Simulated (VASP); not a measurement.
Crystal: CoSn.

```xyz
6
Lattice="5.2460 0.0000 0.0000 -2.6230 4.5432 0.0000 0.0000 0.0000 4.1876" Properties=species:S:1:pos:R:3 pbc="T T T"
Co   -1.3115    2.2716    0.0000
Co    1.3115    2.2716    0.0000
Co    2.6230    0.0000    0.0000
Sn    2.6230    1.5144    2.0938
Sn    0.0000    3.0288    2.0938
Sn    0.0000    0.0000    0.0000
```

The cell is a database's computed one.

```yaml
Program: VASP 6.6.1
Task: relaxation of cell and atoms
Functional: LDA
Potentials_or_basis: VASP PAW LDA potentials, release 64 (Co, Sn_d)
Cutoff: 600 eV
k_mesh: 9 × 9 × 9
Occupations: methfessel-paxton, width 0.1 eV
Spin: no spin polarisation
```

At the start: pressure -5.9 GPa; volume 16.63 Å³/atom.

Where does the relaxation end?

Over 6 steps the energy falls by 13.3 meV/atom and the volume is 15.95 Å³/atom (-4.1 %); space group P6/mmm (No. 191, to 0.05 Å).

Step by step:
| step | energy change (eV) | largest force (eV/Å) | pressure (GPa) | volume (Å³) |
| --- | --- | --- | --- | --- |
| 1 | 0.0000 | 0.0000 | -5.92 | 99.81 |
| 2 | 0.0351 | 0.0000 | 8.60 | 91.19 |
| 3 | -0.0798 | 0.0000 | -0.04 | 95.73 |
| 4 | -0.0798 | 0.0000 | 0.09 | 95.65 |
| 5 | -0.0799 | 0.0000 | -0.11 | 95.76 |
| 6 | -0.0799 | 0.0000 | 0.02 | 95.73 |

Final structure:
```
Co Sn
1.0
     5.17717    0.00000    0.00000
    -2.58859    4.48356    0.00000
     0.00000    0.00000    4.12413
Co Sn
3 3
Direct
  0.00000 0.50000 0.00000
  0.50000 0.50000 0.00000
  0.50000 0.00000 0.00000
  0.66667 0.33333 0.50000
  0.33333 0.66667 0.50000
  0.00000 0.00000 0.00000
```
